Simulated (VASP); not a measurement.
Data:

```
CELL_PARAMETERS angstrom
      3.11746     0.00000     0.00000
     -1.55873     2.69980     0.00000
      0.00000     0.00000     5.06149
ATOMIC_POSITIONS crystal
  Cl 0.33333 0.66667 0.25000
  Cl 0.66667 0.33333 0.75000
```

Method: PBEsol GGA, VASP's PBE PAW potentials (set 64) (plane waves; VASP). Settings: 400 eV cut-off, 9×9×5 Γ-centred mesh, Gaussian smearing of 0.050 eV, potentials Cl.

Energy and stress use the plane-wave basis of the starting cell.

**Question.** The ions, cell shape and volume are relaxed. Which structure does the run end with?

**Answer.** 
```
CELL_PARAMETERS angstrom
      3.50255     0.00000     0.00000
     -1.75128     3.03330     0.00000
      0.00000     0.00000     3.86539
ATOMIC_POSITIONS crystal
  Cl 0.33333 0.66667 0.25000
  Cl 0.66667 0.33333 0.75000
```
Space group P6_3/mmc (194), at a tolerance of 0.03 Å.

**Question.** How do energy and volume change from the first to the last step?

**Answer.** The energy (σ→0) changes by -218.2 meV/atom and the volume by -3.6 %, in 26 ionic steps.

The structure was generated: Cl was put into the hcp type (P6_3/mmc), which need not be its known phase. This run relaxes it. Symmetry was kept, so distortions that lower it aren't found. The k-mesh is coarse (spacing up to 0.33 per Å, 2π included), so the numbers may not be converged in it.
